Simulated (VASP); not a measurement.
Crystal: BAs.

```
B As
1.0
     0.00000    2.40817    2.40817
     2.40817    0.00000    2.40817
     2.40817    2.40817    0.00000
B As
1 1
Cartesian
  3.6123 3.6123 3.6123
  0.0000 0.0000 0.0000
```

The cell is a database's computed one.

Base run:

```yaml
Program: VASP 6.6.1
Functional: PBE0
Potentials_or_basis: VASP PAW PBE potentials, release 64 (B, As)
Cutoff: 450 eV
k_mesh: 8 × 8 × 8
Occupations: gaussian, width 0.02 eV
Spin: no spin polarisation
```

Its results: band gap on the k mesh 2.54 eV, indirect (least direct gap 4.74 eV); pressure -4.1 GPa.

**Question.** The run is repeated on the same cell with these changes: functional from PBE0 to HSE06. What comes out?

**Answer.** Band gap on the k mesh 1.89 eV, indirect (least direct gap 4.09 eV); pressure -4.0 GPa.

Caveats: the PAW data sets were made with another functional, which shifts forces and pressure a little.
